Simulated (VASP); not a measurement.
An input for Ansatz (written as the equivalent of a VASP run, and not itself run):

Ansatz 0.2 input:
```yaml
crystal:
  lattice:
    - [-2.5757335, 2.5757335, 2.5757335]
    - [2.5757335, -2.5757335, 2.5757335]
    - [2.5757335, 2.5757335, -2.5757335]
  atoms:
    - { symbol: Ge, position: [0.0000000, 0.0000000, 1.0000000] }
    - { symbol: F, position: [0.0000000, 0.6192966, 0.0000000] }
    - { symbol: F, position: [0.3807034, 0.3807034, 0.3807034] }
    - { symbol: F, position: [0.6192966, 0.0000000, 0.0000000] }
    - { symbol: F, position: [0.0000000, 0.0000000, 0.6192966] }
kpoints:
  mp_grid: { grid: [6, 6, 6] }
hamiltonian:
  xc: lda
  pseudopotentials: { kind: paw }
scf:
  occupations: { method: gaussian, width: 0.05 }
  max_iter: 100
relax:
  max_steps: 60
  f_tol: 0.02
  cell: {}
output: { forces: true, stress: true, eigenvalues: true }
```

**Question.** Translate this input to VASP (INCAR, KPOINTS, POSCAR, choice of POTCAR).

**Answer.** Several could match; the one computed here: 
KPOINTS:
```
K-points
0
Gamma
 6 6 6
```

File POSCAR:
```
GeF4
1.0
 -2.5757334551   2.5757334551   2.5757334551
  2.5757334551  -2.5757334551   2.5757334551
  2.5757334551   2.5757334551  -2.5757334551
Ge F
1 4
Cart
  2.5757334551   2.5757334551  -2.5757334551
  1.5951428628  -1.5951428628   1.5951428628
  0.9805905923   0.9805905923   0.9805905923
 -1.5951428628   1.5951428628   1.5951428628
  1.5951428628   1.5951428628  -1.5951428628
```

### INCAR
```
SYSTEM=GeF4
PREC=Accurate; ENCUT=520; LREAL=.FALSE.
LASPH=.TRUE.
EDIFF=1E-6; NELM=100; ALGO=Normal
LMAXMIX=4
ISMEAR=0; SIGMA=0.05
IBRION=2; NSW=60; ISIF=3
EDIFFG=-0.02
LWAVE=.FALSE.; LCHARG=.FALSE.
```

POTCAR, in this order: Ge_d F (LDA.64 set). Program: vasp_std.

What does not carry over: each code has its own PAW files, so the cut-off isn't converted (ENCUT is set for VASP's; basis.ecutwfc is left out, and Ansatz then takes the one that its files recommend); Ansatz stops its SCF on the density residual and VASP on the energy change (EDIFF); Ansatz's lda is the Perdew-Wang form, while the LDA potentials of VASP carry Perdew-Zunger's.

The structure comes from a computed database's GeF4 entry (I-43m); how it stands against other phases isn't given here. This run relaxes it. Symmetry was kept, so distortions that lower it aren't found. The start is the result of an earlier pass.
